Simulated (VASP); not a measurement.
Method: PBEsol GGA, VASP's PBE PAW potentials (set 64) (plane waves; VASP 6.6.1).

The input files of a VASP run:

File POSCAR:
```
Ni
1
    0.0000000000     1.7306408223     1.7306408223
    1.7306408223     0.0000000000     1.7306408223
    1.7306408223     1.7306408223     0.0000000000
Ni
1
Direct
  0.0000000000   0.0000000000   0.0000000000
```

**INCAR**
```
! general
SYSTEM  = Ni
PREC    = Accurate
ENCUT   = 520   ! plane-wave cut-off (eV)
LREAL   = .FALSE.   ! projection in real space or not
LASPH   = .TRUE.

! electronic loop
EDIFF   = 1E-7   ! SCF stop (eV)
NELM    = 100   ! most electronic steps
ALGO    = Normal
LMAXMIX = 4

! smearing
ISMEAR  = -5   ! tetrahedra, Bloechl

! functional
GGA     = PS

! spin
ISPIN   = 2   ! spin-polarised
MAGMOM  = 0.6

! ions
ISIF    = 2

! output
LWAVE   = .FALSE.
LCHARG  = .TRUE.
LORBIT  = 11   ! lm-projected
NEDOS   = 601
```

File KPOINTS:
```
Automatic mesh
0
Gamma
20 20 20
0 0 0
```

POTCAR, in this order: Ni (PBE.64 set). Program: vasp_std.

Output of the run:

File OSZICAR:
```
       N       E                     dE             d eps       ncg     rms          rms(c)
DAV:   1     0.215888556308E+02    0.21589E+02   -0.48772E+03  9456   0.145E+03
DAV:   2    -0.692481233335E+01   -0.28514E+02   -0.27625E+02  9293   0.165E+02
DAV:   3    -0.734234386290E+01   -0.41753E+00   -0.41678E+00 10736   0.266E+01
DAV:   4    -0.734625615919E+01   -0.39123E-02   -0.39141E-02 10519   0.226E+00
DAV:   5    -0.734635214838E+01   -0.95989E-04   -0.96108E-04 10497   0.302E-01    0.111E+01
DAV:   6    -0.648450805981E+01    0.86184E+00   -0.18577E+01  9661   0.712E+01    0.582E+00
DAV:   7    -0.615795676535E+01    0.32655E+00   -0.28820E+00  9736   0.263E+01    0.202E+00
DAV:   8    -0.613933787009E+01    0.18619E-01   -0.25014E-02 13399   0.184E+00    0.960E-01
DAV:   9    -0.613653805599E+01    0.27998E-02   -0.16980E-03 13579   0.388E-01    0.279E-01
DAV:  10    -0.613583877804E+01    0.69928E-03   -0.43979E-04 13215   0.170E-01    0.466E-02
DAV:  11    -0.613578638523E+01    0.52393E-04   -0.68915E-05 11721   0.978E-02    0.295E-02
DAV:  12    -0.613578500161E+01    0.13836E-05   -0.18229E-06 11140   0.171E-02    0.108E-02
DAV:  13    -0.613578667893E+01   -0.16773E-05   -0.71711E-07 10184   0.106E-02    0.412E-03
DAV:  14    -0.613578684538E+01   -0.16645E-06   -0.41062E-08  4785   0.312E-03    0.769E-04
DAV:  15    -0.613578686009E+01   -0.14704E-07   -0.84163E-09  4703   0.113E-03
   1 F= -.61357869E+01 E0= -.61357869E+01  d E =0.000000E+00  mag=     0.6020
```

**OUTCAR**
```
------------------------ aborting loop because EDIFF is reached ----------------------------------------
  FORCE on cell =-STRESS in cart. coord.  units (eV):
  Direction    XX          YY          ZZ          XY          YZ          ZX
  --------------------------------------------------------------------------------------
  Total        0.0061168      0.0061168      0.0061168      0.0000000      0.0000000     -0.0000000
  in kB        0.9453271      0.9453271      0.9453271      0.0000000      0.0000000     -0.0000000
  external PRESSURE =       0.9453271 kB  Pullay stress =       0.0000000 kB
  volume of cell :       10.37
      direct lattice vectors                 reciprocal lattice vectors
     0.000000000  1.730640822  1.730640822    -0.288910324  0.288910324  0.288910324
     1.730640822  0.000000000  1.730640822     0.288910324 -0.288910324  0.288910324
     1.730640822  1.730640822  0.000000000     0.288910324  0.288910324 -0.288910324
 POSITION                                       TOTAL-FORCE (eV/Angst)
 -----------------------------------------------------------------------------------
      0.00000      0.00000      0.00000         0.000000      0.000000      0.000000
 -----------------------------------------------------------------------------------
    total drift:                                0.000000     -0.000000      0.000000
  FREE ENERGIE OF THE ION-ELECTRON SYSTEM (eV)
  ---------------------------------------------------
  free  energy   TOTEN  =        -6.1357868601 eV

  energy  without entropy=       -6.1357868601  energy(sigma->0) =       -6.13578686

 total charge

# of ion       s       p       d       tot
------------------------------------------
    1        0.521   0.547   8.336   9.404

 magnetization (x)

# of ion       s       p       d       tot
------------------------------------------
    1       -0.007  -0.025   0.639   0.608
```
(Selected blocks of OUTCAR.)

### OUTCAR
```
 val. band max:        9.9390963987   @ k =   0.5000   0.4500   0.0000

 cond. band min:       9.8116195158   @ k =   0.3500   0.3500   0.0000


 Fermi energy:         9.8923246149

 spin component 1

 k-point     1 :       0.0000    0.0000    0.0000
  band No.  band energies     occupation
      1       0.4873      1.00000
      2       7.3447      1.00000
      3       7.3447      1.00000
      4       7.3447      1.00000
      5       8.6031      1.00000
      6       8.6031      1.00000
      7      33.9940      0.00000
      8      38.2159      0.00000
      9      38.2159      0.00000

 k-point     2 :       0.0500    0.0000    0.0000
  band No.  band energies     occupation
      1       0.5889      1.00000
      2       7.3168      1.00000
      3       7.3685      1.00000
      4       7.3685      1.00000
      5       8.5926      1.00000
      6       8.5926      1.00000
      7      33.7276      0.00000
      8      36.8133      0.00000
      9      37.9803      0.00000

 k-point     3 :       0.1000    0.0000    0.0000
  band No.  band energies     occupation
      1       0.8900      1.00000
      2       7.2397      1.00000
      3       7.4329      1.00000
      4       7.4329      1.00000
      5       8.5681      1.00000
      6       8.5681      1.00000
      7      32.3720      0.00000
      8      35.4430      0.00000
      9      37.4812      0.00000

 k-point     4 :       0.1500    0.0000    0.0000
  band No.  band energies     occupation
      1       1.3784      1.00000
      2       7.1331      1.00000
      3       7.5152      1.00000
      4       7.5152      1.00000
      5       8.5514      1.00000
      6       8.5514      1.00000
      7      29.9696      0.00000
      8      34.9554      0.00000
      9      36.9538      0.00000

 k-point     5 :       0.2000    0.0000    0.0000
  band No.  band energies     occupation
      1       2.0285      1.00000
...
```

For a metal the tetrahedron method with Blöchl corrections gives inexact stress and forces.

The compound is Ni in the fcc structure. It was relaxed first.
